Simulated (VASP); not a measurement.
Given:

```yaml
crystal:
  lattice:
    - [4.44576, 0.00000, 0.00000]
    - [0.00000, 4.44576, 0.00000]
    - [0.00000, 0.00000, 4.44576]
  atoms:
    - { symbol: Cs, position: [0.00000, 0.00000, 0.00000] }
    - { symbol: I, position: [0.50000, 0.50000, 0.50000] }
```

All values below come from rev-vdW-DF2, VASP's PBE PAW potentials (set 64) (plane waves; VASP). Numerical set-up: 520 eV cut-off, 6×6×6 Γ-centred mesh, Gaussian smearing of 0.050 eV, potentials Cs_sv I.

Unless said otherwise, spin-orbit coupling is left out, though it shifts the bands of the heavy elements here.

Task: Estimate the energy per atom (σ→0), pressure, band gap (on the k-mesh) with the smallest direct gap where there is one.

Result: 
| Item | Value |
|---|---|
| band gap (on the k-mesh) | 3.95 eV |
| smallest direct gap (on the k-mesh) | 4.02 eV |
| energy per atom (σ→0) | -0.636 eV/atom |
| pressure | 1.01 GPa |

The compound is CsI in the CsCl type structure. This cell is one point of a volume scan, at 0.94 of the reference volume.
